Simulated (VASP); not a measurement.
Crystal: Cu.

```
Cu
1.0
     0.00000    1.79096    1.79096
     1.79096    0.00000    1.79096
     1.79096    1.79096    0.00000
Cu
1
Direct
  0.00000 0.00000 0.00000
```

| Item | Value |
| --- | --- |
| Program | VASP 6.6.1 |
| Task | relaxation of cell and atoms |
| Functional | PBE |
| Potentials or basis | VASP PAW PBE potentials, release 64 (Cu) |
| Cutoff | 520 eV |
| k mesh | 20 × 20 × 20 |
| Occupations | gaussian, width 0.1 eV |
| Spin | no spin polarisation |

At the start: pressure 6.7 GPa; volume 11.49 Å³/atom.

Problem. Where does the relaxation end?

Solution. Over 10 steps the energy falls by 10.1 meV/atom and the volume is 12.00 Å³/atom (+4.4 %); space group Fm-3m (No. 225, to 0.05 Å).

The path:
```tsv
step	energy change (eV)	largest force (eV/Å)	pressure (GPa)	volume (Å³)
1	0.0000	0.0000	6.74	11.49
2	-0.0066	0.0000	-3.36	12.31
3	-0.0101	0.0000	-0.10	11.99
4	-0.0101	0.0000	0.36	11.98
5	-0.0101	0.0000	0.11	11.98
6	-0.0101	0.0000	0.08	11.99
7	-0.0101	0.0000	0.08	11.99
8	-0.0101	0.0000	0.03	11.99
9	-0.0101	0.0000	-0.23	12.00
10	-0.0101	0.0000	0.02	12.00
```

Final structure:
```
Cu
1.0
     0.00000    1.81707    1.81707
     1.81707    0.00000    1.81707
     1.81707    1.81707    0.00000
Cu
1
Direct
  0.00000 0.00000 0.00000
```
